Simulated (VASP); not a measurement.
Input:

```
Ga
1.0
    2.20143    -3.79308     0.00000
    2.20143     3.79308     0.00000
    0.00000     0.00000     4.52477
Ga
4
Cartesian
  2.20143   2.61327   4.15209
  2.20143   1.17981   1.88970
  2.20143  -1.17981   2.63507
  2.20143  -2.61327   0.37269
```

These are PBEsol GGA, VASP's PBE PAW potentials (set 64) (plane waves; VASP 6.6.1) values and carry that method's errors. Run with 400 eV cut-off, Gaussian smearing of 0.050 eV, potentials Ga_d.

Question: Give the energies of bands 22 to 30 at the high-symmetry points, in eV from the Fermi level.

Answer: 
```csv
band,Γ,Y,C0,Z,A0,T,S,R
22,-4.40,-7.48,-7.76,-9.50,-7.02,-7.82,-8.78,-7.32
23,-4.01,-3.99,-6.71,0.00,-6.15,-5.53,-3.53,-6.45
24,-1.73,-3.33,-1.29,0.00,-6.15,-5.53,-3.53,-6.45
25,-1.44,-1.98,-1.27,0.03,-3.83,-1.30,-1.56,-1.66
26,-0.87,-1.78,-0.26,0.03,-3.83,-1.30,-1.56,-1.66
27,0.92,0.98,-0.16,0.15,4.38,-0.79,0.57,0.46
28,0.96,1.00,0.83,0.15,4.38,-0.79,0.57,0.46
29,1.12,3.54,1.83,1.98,5.20,6.53,4.15,7.42
30,5.27,3.76,3.09,1.98,5.20,6.53,4.15,7.43
```

It has no gap at this level: it comes out as a metal or semimetal.

The compound is Ga in the alpha structure. It was relaxed first.
